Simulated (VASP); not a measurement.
Here is the system:

```
CELL_PARAMETERS angstrom
     -0.01577     2.10317     2.10317
      2.08739     0.00000     2.08739
      2.10317     2.10317    -0.01577
ATOMIC_POSITIONS crystal
  Ti 0.00000 0.00000 0.00000
  N  0.50000 0.50000 0.50000
```

All values below come from PBEsol GGA, VASP's PBE PAW potentials (set 64) (plane waves; VASP 6.6.1). Run with 600 eV cut-off, 14×14×14 Γ-centred mesh, first-order Methfessel-Paxton smearing of 0.10 eV, potentials Ti_sv N.

Problem. Give the stress tensor in GPa (positive for a compressed cell).

Solution. 
```
-0.09   0.00   2.39
 0.00  -0.18   0.00
 2.39   0.00  -0.09
```
The pressure is its mean diagonal, -0.12 GPa.

The compound is TiN in the rock salt structure. This cell was strained or had an atom moved on purpose. The electron count is odd and the run is not spin-polarised, which forces a metal.
